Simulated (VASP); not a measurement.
Consider the following.

```
Li2Se
1.0
    0.00000     3.00000     3.00000
    3.00000     0.00000     3.00000
    3.00000     3.00000     0.00000
Li Se
2 1
Direct
  0.25000   0.25000   0.25000
  0.75000   0.75000   0.75000
  0.00000   0.00000   0.00000
```

Level of theory: PBE GGA, VASP's PBE PAW potentials (set 64) (plane waves; VASP). Numerical set-up: 620 eV cut-off, 6×6×6 Γ-centred mesh, Gaussian smearing of 0.050 eV, potentials Li_sv Se.

Energy and stress use the plane-wave basis of the starting cell.

Question: The ions, cell shape and volume at an external pressure of 5.0 GPa are relaxed. Which structure does the run end with?

Answer: 
```
Li2Se
1.0
    0.00000     2.88731     2.88731
    2.88731     0.00000     2.88731
    2.88731     2.88731     0.00000
Li Se
2 1
Direct
  0.25000   0.25000   0.25000
  0.75000   0.75000   0.75000
  0.00000   0.00000   0.00000
```
Space group Fm-3m (225), at a tolerance of 0.03 Å.

Question: How do energy and volume change from the first to the last step?

Answer: The energy (σ→0) changes by +27.3 meV/atom and the volume by -10.9 %, in 3 ionic steps.

The compound is Li2Se in the antifluorite structure. This run relaxes it under an external pressure of 5 GPa. Symmetry was kept, so distortions that lower it aren't found.
